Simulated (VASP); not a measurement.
VASP ran on this input.

POSCAR:
```
Ga
1
    2.2600000000    -3.8300000000    -0.0000000000
    2.2600000000     3.8300000000     0.0000000000
    0.0000000000     0.0000000000     4.5300000000
Ga
4
Direct
  0.1549000000   0.8451000000   0.9190000000
  0.3451000000   0.6549000000   0.4190000000
  0.6549000000   0.3451000000   0.5810000000
  0.8451000000   0.1549000000   0.0810000000
```

File KPOINTS:
```
Automatic mesh
0
Gamma
6 6 5
0 0 0
```

### INCAR
```
SYSTEM = Ga
PREC = Accurate
ENCUT = 400
EDIFF = 1E-6
NELM = 100
ALGO = Normal
LREAL = .FALSE.
LASPH = .TRUE.
ISMEAR = 1
SIGMA = 1.0
GGA = PE
LMAXMIX = 4
LWAVE = .FALSE.
LCHARG = .FALSE.
ISIF = 2
```

POTCAR, in this order: Ga_d (PBE.64 set). Program: vasp_std.

What VASP printed:

File standard output:
```
 POSCAR found type information on POSCAR Ga
 POSCAR found :  1 types and       4 ions
 Reading from existing POTCAR
 Reading from existing POTCAR
 LDA part: xc-table for (Slater+PW92), standard interpolation
 POSCAR, INCAR and KPOINTS ok, starting setup
 WAVECAR not read
 entering main loop
       N       E                     dE             d eps       ncg     rms          rms(c)
DAV:   1     0.324337449733E+03    0.32434E+03   -0.22686E+04  2454   0.271E+03
DAV:   2     0.245955506176E+02   -0.29974E+03   -0.29512E+03  2523   0.509E+02
DAV:   3    -0.107478767296E+02   -0.35343E+02   -0.35102E+02  2796   0.141E+02
DAV:   4    -0.116354325363E+02   -0.88756E+00   -0.88476E+00  2660   0.271E+01
DAV:   5    -0.116558158305E+02   -0.20383E-01   -0.20380E-01  2932   0.402E+00    0.250E+00
DAV:   6    -0.115780051564E+02    0.77811E-01   -0.21054E-01  2906   0.648E+00    0.138E+00
DAV:   7    -0.115631517653E+02    0.14853E-01   -0.61352E-02  3326   0.283E+00    0.311E-01
DAV:   8    -0.115620879147E+02    0.10639E-02   -0.14719E-02  2614   0.141E+00    0.479E-02
DAV:   9    -0.115622457174E+02   -0.15780E-03   -0.10828E-03  2770   0.368E-01    0.258E-02
DAV:  10    -0.115622569639E+02   -0.11246E-04   -0.24020E-04  2789   0.178E-01    0.574E-03
DAV:  11    -0.115622578717E+02   -0.90789E-06   -0.41405E-05  2806   0.808E-02    0.474E-03
DAV:  12    -0.115622575583E+02    0.31342E-06   -0.92666E-06  2721   0.352E-02
   1 F= -.11562258E+02 E0= -.11598795E+02  d E =0.109613E+00
```

File OUTCAR:
```
------------------------ aborting loop because EDIFF is reached ----------------------------------------
  FORCE on cell =-STRESS in cart. coord.  units (eV):
  Direction    XX          YY          ZZ          XY          YZ          ZX
  --------------------------------------------------------------------------------------
  Total        0.7113236      0.8713252      0.5293684      0.0000000     -0.0000000      0.0000000
  in kB       14.5325682     17.8014524     10.8151659      0.0000000     -0.0000000      0.0000000
  external PRESSURE =      14.3830622 kB  Pullay stress =       0.0000000 kB
  volume of cell :       78.42
      direct lattice vectors                 reciprocal lattice vectors
     2.260000000 -3.830000000  0.000000000     0.221238938 -0.130548303  0.000000000
     2.260000000  3.830000000  0.000000000     0.221238938  0.130548303  0.000000000
     0.000000000  0.000000000  4.530000000     0.000000000  0.000000000  0.220750552
 POSITION                                       TOTAL-FORCE (eV/Angst)
 -----------------------------------------------------------------------------------
      2.26000      2.64347      4.16307         0.000000     -0.133597     -0.038643
      2.26000      1.18653      1.89807         0.000000      0.133597     -0.038643
      2.26000     -1.18653      2.63193         0.000000     -0.133597      0.038643
      2.26000     -2.64347      0.36693         0.000000      0.133597      0.038643
 -----------------------------------------------------------------------------------
    total drift:                                0.000000     -0.000000      0.000000
  FREE ENERGIE OF THE ION-ELECTRON SYSTEM (eV)
  ---------------------------------------------------
  free  energy   TOTEN  =       -11.5622575583 eV

  energy  without entropy=      -11.6718702957  energy(sigma->0) =      -11.59879514
```
(Selected blocks of OUTCAR.)

Task: Read input and log: which fault does this run have?
A. a line-mode KPOINTS file was used for a self-consistent run
B. LSORBIT needs the non-collinear program vasp_ncl
C. SIGMA is far too large
D. fractional coordinates stand under the word Cartesian

Result: C, SIGMA is far too large. The run ends without an error. Against the sound run, the energy per atom (σ→0) goes up by 0.002 eV/atom; the pressure drops by 0.21 GPa; the largest force rises by 0.066 eV/Å.

To mend it, set SIGMA = 0.1.

The mended run (PBE GGA, plane waves, VASP's PBE PAW potentials (set 64)) converges, and its OSZICAR ends with
```
   1 F= -.11606010E+02 E0= -.11605493E+02  d E =-.154880E-02
```

The compound is Ga in the alpha structure. The cell was not relaxed at this level.
